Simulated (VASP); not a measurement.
**What goes wrong when GaSb is relaxed with a bad input**

Aim: see how common mistakes in a VASP relaxation show up, on GaSb. The starting structure is a cell with measured lattice constants from the literature and the atomic positions of a computed structure of the Materials Project. The first relaxation on each setting starts from this cell expanded by 3 % in volume.

Method: Kohn-Sham DFT with plane waves and PAW; PBEsol, in VASP 6.6.1.

## Step 1: The structure

Symmetry: F-43m, No. 216, cubic system. Conventional cell: a = 6.096 Å, b = 6.096 Å, c = 6.096 Å, α = 90.00°, β = 90.00°, γ = 90.00°. Nearest to Sb lie 4 Ga at 2.64 Å. Nearest to Ga lie 4 Sb at 2.64 Å. Farther neighbours are not listed.

Structure file:

```
Sb Ga
1.0
     0.00000    3.04780    3.04780
     3.04780    0.00000    3.04780
     3.04780    3.04780    0.00000
Sb Ga
1 1
Cartesian
  1.5239 1.5239 1.5239
  0.0000 0.0000 0.0000
```

## Step 2: Reference relaxation

This run starts from the cell of an earlier relaxation, which isn't shown; the restart sets up the plane waves anew.

File INCAR:

```
SYSTEM = GaSb
PREC = Accurate
ENCUT = 450
EDIFF = 1E-06
NELM = 100
ISMEAR = 0
SIGMA = 0.03
LREAL = .FALSE.
ALGO = Normal
GGA = PS
NBANDS = 15
LORBIT = 11
LWAVE = .FALSE.
LCHARG = .FALSE.
KPAR = 8
IBRION = 2
NSW = 50
ISIF = 3
EDIFFG = -0.006
```

File POSCAR:

```
GaSb
1.0
    0.0000000000      3.0582977333      3.0582977333
    3.0582977333      0.0000000000      3.0582977333
    3.0582977333      3.0582977333      0.0000000000
Sb Ga
1 1
Direct
    0.2500000000      0.2500000000      0.2500000000
    0.0000000000      0.0000000000      0.0000000000
```

File KPOINTS:

```
Automatic mesh
0
Gamma
6 6 6
0 0 0
```

The projector-augmented-wave data sets are Sb and Ga_d (PBE family, release 64).

Started as:

```bash
mpirun -np 8 vasp_std
```

The program printed:

```text
[banner, memory and clock lines left out]
running    8 mpi-ranks, on    1 nodes
 distrk:  each k-point on    1 cores,    8 groups
 distr:  one band on    1 cores,    1 groups

 POSCAR found type information on POSCAR SbGa
 POSCAR found :  2 types and       2 ions
|                                                                             |
|           W    W    AA    RRRRR   N    N  II  N    N   GGGG   !!!           |
|           W    W   A  A   R    R  NN   N  II  NN   N  G    G  !!!           |
|           W    W  A    A  R    R  N N  N  II  N N  N  G       !!!           |
|           W WW W  AAAAAA  RRRRR   N  N N  II  N  N N  G  GGG   !            |
|           WW  WW  A    A  R   R   N   NN  II  N   NN  G    G                |
|           W    W  A    A  R    R  N    N  II  N    N   GGGG   !!!           |
|                                                                             |
|     For optimal performance we recommend to set                             |
|       NCORE = 2 up to number-of-cores-per-socket                            |
|     NCORE specifies how many cores store one orbital (NPAR=cpu/NCORE).      |
|     This setting can greatly improve the performance of VASP for DFT.       |
|     The default, NCORE=1 might be grossly inefficient on modern             |
|     multi-core architectures or massively parallel machines. Do your        |
|     Unfortunately you need to use the default for GW and RPA                |
|     calculations (for HF NCORE is supported but not extensively tested      |
|     yet).                                                                   |
|                                                                             |

|                                                                             |
|               ----> ADVICE to this user running VASP <----                  |
|                                                                             |
|     You enforced a specific xc type in the INCAR file but a different       |
|     [... a line on the potential file left out ...]
|     I HOPE YOU KNOW WHAT YOU ARE DOING!                                     |
|                                                                             |

 LDA part: xc-table for (Slater+PW92), standard interpolation
 POSCAR, INCAR and KPOINTS ok, starting setup
 FFT: planning ... GRIDC
 FFT: planning ... GRID_SOFT
 FFT: planning ... GRID
 WAVECAR not read
 entering main loop
       N       E                     dE             d eps       ncg     rms          rms(c)
DAV:   1     0.754142386339E+02    0.75414E+02   -0.81873E+03   480   0.137E+03
DAV:   2    -0.234005769667E+01   -0.77754E+02   -0.75181E+02   557   0.289E+02
DAV:   3    -0.811835932622E+01   -0.57783E+01   -0.57670E+01   564   0.650E+01
DAV:   4    -0.822241009624E+01   -0.10405E+00   -0.10404E+00   621   0.996E+00
DAV:   5    -0.822462759726E+01   -0.22175E-02   -0.22175E-02   601   0.128E+00    0.314E+00
DAV:   6    -0.814729983799E+01    0.77328E-01   -0.90713E-02   643   0.526E+00    0.185E+00
DAV:   7    -0.812067543773E+01    0.26624E-01   -0.45717E-02   613   0.195E+00    0.382E-01
DAV:   8    -0.812070949464E+01   -0.34057E-04   -0.50503E-03   630   0.876E-01    0.102E-01
DAV:   9    -0.812102145569E+01   -0.31196E-03   -0.47690E-04   543   0.191E-01    0.383E-02
DAV:  10    -0.812101582385E+01    0.56318E-05   -0.22545E-05   652   0.459E-02    0.934E-03
DAV:  11    -0.812102645895E+01   -0.10635E-04   -0.13074E-05   536   0.255E-02    0.535E-03
DAV:  12    -0.812102656437E+01   -0.10542E-06   -0.45781E-07   506   0.728E-03
   1 F= -.81210266E+01 E0= -.81209028E+01  d E =-.812103E+01
 curvature:   0.00 expect dE= 0.000E+00 dE for cont linesearch  0.000E+00
 trial: gam= 0.00000 g(F)=  0.219E-45 g(S)=  0.110E-05 ort = 0.000E+00 (trialstep = 0.100E+01)
 search vector abs. value=  0.110E-05
 reached required accuracy - stopping structural energy minimisation
```

Run time: 3.4 s. Hardware: 8 MPI ranks of AMD EPYC 7R43, shared host; peak memory 1.2 GiB.

Lines that name or quote the potential files are left out of all logs, and their timing lines are given in words.

From OUTCAR (step 2):

```text
ion  position               nearest neighbor table
   1  0.250  0.250  0.250-   2 2.65   2 2.65   2 2.65   2 2.65
   2  0.000  0.000  0.000-   1 2.65   1 2.65   1 2.65   1 2.65

  LATTYP: Found a face centered cubic cell.
 ALAT       =     6.1165954666

 Subroutine GETGRP returns: Found 24 space group operations
 (whereof 24 operations were pure point group operations)

The static configuration has the point symmetry T_d .

 Found     16 irreducible k-points:

   k-points           NKPTS =     16   k-points in BZ     NKDIM =     16   number of bands    NBANDS=     15

   dimension x,y,z NGX =    30 NGY =   30 NGZ =   30
   dimension x,y,z NGXF=    60 NGYF=   60 NGZF=   60

   ENCUT  =  450.0 eV  33.07 Ry    5.75 a.u.   7.48  7.48  7.48*2*pi/ulx,y,z

   NELECT =      18.0000    total number of electrons

 k-points in reciprocal lattice and weights: Automatic mesh
   0.00000000  0.00000000  0.00000000       0.005
   0.16666667  0.00000000  0.00000000       0.037
   0.33333333  0.00000000  0.00000000       0.037
   0.50000000  0.00000000  0.00000000       0.019
   0.16666667  0.16666667  0.00000000       0.028
   0.33333333  0.16666667  0.00000000       0.111
   0.50000000  0.16666667  0.00000000       0.111
  -0.33333333  0.16666667  0.00000000       0.111
  -0.16666667  0.16666667  0.00000000       0.056
[...]
-0.33333333  0.33333333  0.16666667       0.111
  -0.33333333  0.50000000  0.16666667       0.056

 average (electrostatic) potential at core
       1 -87.4654       2 -65.5398

 E-fermi :   4.7591

 k-point     1 :       0.0000    0.0000    0.0000
  band No.  band energies     occupation
    ...
      6      -6.7631      2.00000
      7       4.7396      1.64108
      8       4.7463      1.45304
      9       4.7463      1.45294
     10       4.7463      1.45294
     11       7.4978      0.00000
     12       7.4978      0.00000
     13       7.4978      0.00000
     14      10.3717      0.00000
     15      13.3435      0.00000

 k-point     2 :       0.1667    0.0000    0.0000
  band No.  band energies     occupation
    ...
      5     -10.2096      2.00000
      6      -6.4801      2.00000
      7       2.0190      2.00000
      8       4.3403      2.00000
      9       4.3403      2.00000
     10       5.7174      0.00000
     11       8.0416      0.00000
     12       8.0416      0.00000
     13       8.6482      0.00000
     14      11.6435      0.00000
    ...

 k-point     3 :       0.3333    0.0000    0.0000
  band No.  band energies     occupation
    ...
      5     -10.2094      2.00000
      6      -5.7250      2.00000
      7      -0.4599      2.00000
      8       3.7948      2.00000
      9       3.7948      2.00000
     10       5.2841      0.00000
     11       8.4817      0.00000
     12       8.4817      0.00000
     13      11.1009      0.00000
     14      11.6466      0.00000
    ...

  Total       -0.0039058     -0.0039058     -0.0039058     -0.0000000     -0.0000000      0.0000000
  in kB       -0.1093833     -0.1093833     -0.1093833     -0.0000000     -0.0000000      0.0000000
  external PRESSURE =      -0.1093833 kB  Pullay stress =       0.0000000 kB

  energy-cutoff  :      450.00
  volume of cell :       57.21
      direct lattice vectors                 reciprocal lattice vectors
     0.000000000  3.058297733  3.058297733    -0.163489641  0.163489641  0.163489641
     3.058297733  0.000000000  3.058297733     0.163489641 -0.163489641  0.163489641
     3.058297733  3.058297733  0.000000000     0.163489641  0.163489641 -0.163489641

 POSITION                                       TOTAL-FORCE (eV/Angst)
 -----------------------------------------------------------------------------------
      1.52915      1.52915      1.52915         0.000000      0.000000      0.000000
      0.00000      0.00000      0.00000        -0.000000     -0.000000     -0.000000
 -----------------------------------------------------------------------------------
    total drift:                                0.000000      0.000000      0.000000

  FREE ENERGIE OF THE ION-ELECTRON SYSTEM (eV)
  ---------------------------------------------------
  free  energy   TOTEN  =        -8.1210265644 eV

  energy  without entropy=       -8.1207790289  energy(sigma->0) =       -8.12090280

 reached required accuracy - stopping structural energy minimisation

 total charge
# of ion       s       p       d       tot
------------------------------------------
    1        1.129   1.340   0.027   2.497
    2        0.907   0.768   9.963  11.638
--------------------------------------------------
tot          2.036   2.109   9.990  14.135

[... 3 further parts left out ...]
```

CONTCAR:

```
GaSb
   1.00000000000000
     0.0000000000000000    3.0582977332999999    3.0582977332999999
     3.0582977332999999    0.0000000000000000    3.0582977332999999
     3.0582977332999999    3.0582977332999999    0.0000000000000000
  Sb              Ga
     1     1
Direct
     0.2500000000000000    0.2500000000000000    0.2500000000000000
     0.0000000000000000    0.0000000000000000    0.0000000000000000
```

The run shows no gap at this level; if that holds and bands cross the Fermi level widely, this k-mesh is coarse for it. The PAW data sets were made with PBE, which is usual practice but a small mismatch for other functionals. The run keeps the 24 symmetry operations of its start, so it cannot find a distortion of lower symmetry.

The reference relaxation ends at 28.605 Å³ an atom. Pressures at 0.985 and 1.015 times this volume, from two more relaxations that aren't shown, give a bulk modulus of 46.0 GPa.

## Step 3: Relaxation with low precision and a small cutoff

A slip made on purpose: low precision and a small cutoff. Against step 2 the input has PREC = Low and ENCUT = 230 (also changed: NELM).

INCAR, as its differences from that of step 2:

```diff
@@ -1,6 +1,6 @@
 SYSTEM = GaSb
-PREC = Accurate
-ENCUT = 450
+PREC = Low
+ENCUT = 230
 EDIFF = 1E-06
-NELM = 100
+NELM = 60
 ISMEAR = 0
```

File POSCAR:

```
GaSb
1.0
    0.0000000000      3.0779782003      3.0779782003
    3.0779782003      0.0000000000      3.0779782003
    3.0779782003      3.0779782003      0.0000000000
Sb Ga
1 1
Direct
    0.2500000000      0.2500000000      0.2500000000
    0.0000000000      0.0000000000      0.0000000000
```

KPOINTS is that of step 2.

Started as:

```bash
mpirun -np 8 vasp_std
```

The program printed:

```text
[banner, memory and clock lines left out]
running    8 mpi-ranks, on    1 nodes
[...]
[... a notice as in an earlier step ...]

 [... a notice as in an earlier step ...]

 LDA part: xc-table for (Slater+PW92), standard interpolation
 POSCAR, INCAR and KPOINTS ok, starting setup
[...]
entering main loop
       N       E                     dE             d eps       ncg     rms          rms(c)
DAV:   1     0.568763998683E+02    0.56876E+02   -0.60849E+03   480   0.912E+02
DAV:   2    -0.463026456804E+01   -0.61507E+02   -0.60307E+02   578   0.202E+02
DAV:   3    -0.811695486876E+01   -0.34867E+01   -0.34839E+01   550   0.469E+01
DAV:   4    -0.815601622421E+01   -0.39061E-01   -0.39018E-01   635   0.545E+00
[...]
DAV:  10    -0.804137618535E+01   -0.36224E-07   -0.20023E-05   660   0.450E-02    0.103E-02
DAV:  11    -0.804138270358E+01   -0.65182E-05   -0.80861E-06   557   0.159E-02    0.240E-03
DAV:  12    -0.804138300586E+01   -0.30229E-06   -0.40749E-07   457   0.406E-03
   1 F= -.80413830E+01 E0= -.80412759E+01  d E =-.804138E+01
[... from here on, the cycles between the ionic steps are left out ...]
   2 F= -.79359406E+01 E0= -.79359406E+01  d E =0.105442E+00
   3 F= -.81535074E+01 E0= -.81535074E+01  d E =-.112124E+00
   4 F= -.81535682E+01 E0= -.81535682E+01  d E =-.112185E+00
[...]
reached required accuracy - stopping structural energy minimisation
```

Run time: 2.2 s. Hardware: 8 MPI ranks; peak memory 0.61 GiB; 12 s of CPU time.

OUTCAR, selected parts (step 3):

```text
  Total        0.0088320      0.0088320      0.0088320      0.0000000      0.0000000      0.0000000
  in kB        0.2637345      0.2637345      0.2637345      0.0000000      0.0000000      0.0000000
  external PRESSURE =       0.2637345 kB  Pullay stress =       0.0000000 kB

 POSITION                                       TOTAL-FORCE (eV/Angst)
 -----------------------------------------------------------------------------------
      1.49679      1.49679      1.49679         0.000000      0.000000      0.000000
      5.98717      5.98717      5.98717        -0.000000     -0.000000     -0.000000
 -----------------------------------------------------------------------------------
    total drift:                                0.000253      0.000253      0.000270

  FREE ENERGIE OF THE ION-ELECTRON SYSTEM (eV)
  ---------------------------------------------------
  free  energy   TOTEN  =        -8.1535681862 eV

  energy  without entropy=       -8.1535681862  energy(sigma->0) =       -8.15356819

[... 2 parts as in an earlier step ...]

[... 2 further parts left out ...]
[key lines of the parts left out:]
E-fermi :   5.5514
```

With low precision and a small cutoff the cell ends at 26.827 Å³ an atom, -6.21 % from the reference.

## Step 4: Relaxation with a functional's name that the tag doesn't take

A slip made on purpose: a functional's name that the tag doesn't take. Against step 2 the input has GGA = PBESOL (also changed: NELM).

INCAR, as its differences from that of step 3:

```diff
@@ -1,4 +1,4 @@
 SYSTEM = GaSb
-PREC = Low
-ENCUT = 230
+PREC = Accurate
+ENCUT = 450
 EDIFF = 1E-06
@@ -9,3 +9,3 @@
 ALGO = Normal
-GGA = PS
+GGA = PBESOL
 NBANDS = 15
```

POSCAR is that of step 3.

KPOINTS is that of step 3.

Started as:

```bash
mpirun -np 8 vasp_std
```

The program printed:

```text
[banner, memory and clock lines left out]
running    8 mpi-ranks, on    1 nodes
[...]
|                                                                             |
|           W    W    AA    RRRRR   N    N  II  N    N   GGGG   !!!           |
|           W    W   A  A   R    R  NN   N  II  NN   N  G    G  !!!           |
|           W    W  A    A  R    R  N N  N  II  N N  N  G       !!!           |
|           W WW W  AAAAAA  RRRRR   N  N N  II  N  N N  G  GGG   !            |
|           WW  WW  A    A  R   R   N   NN  II  N   NN  G    G                |
|           W    W  A    A  R    R  N    N  II  N    N   GGGG   !!!           |
|                                                                             |
|     For optimal performance we recommend to set                             |
|       NCORE = 2 up to number-of-cores-per-socket                            |
|     NCORE specifies how many cores store one orbital (NPAR=cpu/NCORE).      |
|     This setting can greatly improve the performance of VASP for DFT.       |
[...]
|     calculations (for HF NCORE is supported but not extensively tested      |
|     yet).                                                                   |
|                                                                             |

|                                                                             |
|     EEEEEEE  RRRRRR   RRRRRR   OOOOOOO  RRRRRR      ###     ###     ###     |
|     E        R     R  R     R  O     O  R     R     ###     ###     ###     |
|     E        R     R  R     R  O     O  R     R     ###     ###     ###     |
|     EEEEE    RRRRRR   RRRRRR   O     O  RRRRRR       #       #       #      |
|     E        R   R    R   R    O     O  R   R                               |
|     E        R    R   R    R   O     O  R    R      ###     ###     ###     |
|     EEEEEEE  R     R  R     R  OOOOOOO  R     R     ###     ###     ###     |
|                                                                             |
|     Error: One of the selected functionals does not exist.                  |
|                                                                             |
|       ---->  I REFUSE TO CONTINUE WITH THIS SICK JOB ... BYE!!! <----       |
|                                                                             |

1
1
1
1
1
1
1
1
```

Wall time 5.8 s (8 MPI ranks).

VASP stopped with this message: “Error: One of the selected functionals does not exist”.

## Step 5: Relaxation with an ionic step far too long

A slip made on purpose: an ionic step far too long. Against step 2 the input has IBRION = 1 and POTIM = 2 (also changed: NELM and NSW).

INCAR, as its differences from that of step 4:

```diff
@@ -9,3 +9,3 @@
 ALGO = Normal
-GGA = PBESOL
+GGA = PS
 NBANDS = 15
@@ -15,5 +15,6 @@
 KPAR = 8
-IBRION = 2
-NSW = 50
+IBRION = 1
+NSW = 30
 ISIF = 3
 EDIFFG = -0.006
+POTIM = 2
```

POSCAR is that of step 4.

KPOINTS is that of step 4.

Started as:

```bash
mpirun -np 8 vasp_std
```

The program printed:

```text
[... set-up lines as in an earlier step ...]
 entering main loop
       N       E                     dE             d eps       ncg     rms          rms(c)
DAV:   1     0.755871966257E+02    0.75587E+02   -0.79777E+03   480   0.134E+03
DAV:   2    -0.244260391505E+01   -0.78030E+02   -0.75333E+02   557   0.284E+02
DAV:   3    -0.811254949921E+01   -0.56699E+01   -0.56591E+01   585   0.637E+01
DAV:   4    -0.821443269361E+01   -0.10188E+00   -0.10187E+00   586   0.973E+00
[...]
DAV:  10    -0.811817435475E+01   -0.57696E-06   -0.22353E-05   651   0.431E-02    0.826E-03
DAV:  11    -0.811818438953E+01   -0.10035E-04   -0.12113E-05   522   0.250E-02    0.426E-03
DAV:  12    -0.811818464369E+01   -0.25416E-06   -0.62126E-07   478   0.855E-03
   1 F= -.81181846E+01 E0= -.81180775E+01  d E =-.811818E+01
[...]
2 F= -.80597260E+01 E0= -.80597260E+01  d E =0.584586E-01
[...]
3 F= -.81213982E+01 E0= -.81212794E+01  d E =-.616722E-01
[...]
4 F= -.81214119E+01 E0= -.81212907E+01  d E =-.137735E-04
 BRION: g(F)=  0.895E-45 g(S)=  0.356E-05 retain N=  1 mean eig= 0.24
 eig:   0.238
 reached required accuracy - stopping structural energy minimisation
```

The job ended after 9.2 s (8 MPI ranks; peak memory 1.2 GiB; 68 s of CPU time).

(Part 1 of 2 ends here.)

[Lines on the potential files, build, host, timing and source positions are cut from VASP's logs without a mark.]

[Logs are printed without paths, hosts, clocks, repeated set-up lines and the standing remarks that a program may print on its own settings, such as how far it seeks lower states.]

[Hosts, paths, dates, database ids (printed as entryN), source tags and the programs' standing remarks are cut or masked in the printed files.]
